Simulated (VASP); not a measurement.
These are PBE GGA, VASP's PBE PAW potentials (set 64) (plane waves; VASP) values and carry that method's errors.

A VASP calculation is set up with these files.

File POSCAR:
```
SrTiO3
1
    3.9889580000     0.0000000000     0.0000000000
    0.0000000000     3.9889580000     0.0000000000
    0.0000000000     0.0000000000     3.9889580000
Sr Ti O
1 1 3
Direct
  0.0000000000   0.0000000000   0.0000000000
  0.5000000000   0.5000000000   0.5000000000
  0.5000000000   0.0000000000   0.5000000000
  0.0000000000   0.5000000000   0.5000000000
  0.5000000000   0.5000000000   0.0000000000
```

**INCAR**
```
SYSTEM = SrTiO3
PREC = Accurate
ENCUT = 400
EDIFF = 1E-6
NELM = 100
ALGO = Normal
LREAL = .FALSE.
LASPH = .TRUE.
ISMEAR = -1
SIGMA = 0.02
GGA = PE
LMAXMIX = 4
LWAVE = .FALSE.
LCHARG = .FALSE.
ISIF = 2
```

File KPOINTS:
```
Automatic
0
Gamma
6 6 6
0 0 0
```

POTCAR, in this order: Sr_sv Ti_sv O (PBE.64 set). Program: vasp_std.

Q: What will the output report for the number of irreducible k-points (NKPTS), largest plane-wave count, number of space-group operations, FFT grid (NGX, NGY, NGZ)?

A: 
The number of irreducible k-points (NKPTS) is 20 and the largest plane-wave count is 1189. The number of space-group operations is 48 and the FFT grid (NGX, NGY, NGZ) is 28 × 28 × 28.

The structure is a typed SrTiO3 crystal (Pm-3m). The cell was not relaxed at this level.
